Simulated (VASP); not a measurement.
An input for Quantum ESPRESSO's pw.x (written as the equivalent of a VASP run, and not itself run):

```
&CONTROL
  calculation = 'vc-relax'
  pseudo_dir = './pseudo'
  outdir = './out'
  tprnfor = .true.
  tstress = .true.
  nstep = 60
  forc_conv_thr = 0.00078
/
&SYSTEM
  ibrav = 0
  nat = 4
  ntyp = 2
  ecutwfc = 86
  occupations = 'smearing'
  smearing = 'methfessel-paxton'
  degauss = 0.00735
  input_dft = 'pbe'
/
&ELECTRONS
  conv_thr = 7.3e-08
  electron_maxstep = 100
/
&IONS
/
&CELL
/
ATOMIC_SPECIES
  Ti 47.867 Ti.upf
  Se 78.971 Se.upf
CELL_PARAMETERS angstrom
     3.6321115   -0.0000000   -0.0000000
    -1.8160558    3.1455011    0.0000000
    -0.0000000    0.0000000    7.6884448
ATOMIC_POSITIONS crystal
  Ti   0.3333330  0.6666670  0.0267997
  Ti   0.6666670  0.3333330  0.5267997
  Se   0.3333330  0.6666670  0.3482003
  Se   0.6666670  0.3333330  0.8482003
K_POINTS automatic
  9 9 4 0 0 0
```

**Question.** Write the VASP files for the same calculation (PBE).

**Answer.** This is not unique; one that fits is 
POSCAR:
```
TiSe
1
    3.6321115295    -0.0000000000    -0.0000000000
   -1.8160557648     3.1455010637     0.0000000000
   -0.0000000000     0.0000000000     7.6884448462
Ti Se
2 2
Direct
  0.3333330000   0.6666670000   0.0267996921
  0.6666670000   0.3333330000   0.5267996921
  0.3333330000   0.6666670000   0.3482003079
  0.6666670000   0.3333330000   0.8482003079
```

### INCAR
```
SYSTEM = TiSe
SIGMA = 0.1   ! width (eV)
LASPH = .TRUE.
EDIFFG = -0.02
ISMEAR = 1
IBRION = 2   ! conjugate gradients
NSW = 60   ! most ionic steps
EDIFF = 1E-6
LREAL = .FALSE.
LCHARG = .FALSE.
ENCUT = 400   ! plane-wave cut-off (eV)
LWAVE = .FALSE.
GGA = PE   ! PBE
NELM = 100
PREC = Accurate
ISIF = 3
ALGO = Normal
LMAXMIX = 4
```

KPOINTS:
```
Automatic mesh
0
Gamma
9 9 4
0 0 0
```

POTCAR, in this order: Ti_sv Se (PBE.64 set). Program: vasp_std.

What does not carry over: the potentials are each code's own (VASP's PAW set, PseudoDojo norm-conserving files in pw.x), so ENCUT and ecutwfc are chosen apart and not converted; conv_thr bounds pw.x's estimated SCF error, while EDIFF bounds the energy change between steps; forc_conv_thr acts on force components and is met together with etot_conv_thr.

The structure was generated: TiSe was put into the wurtzite type (P6_3mc), which need not be its known phase. This run relaxes it. Symmetry was kept, so distortions that lower it aren't found. The start is the result of an earlier pass.
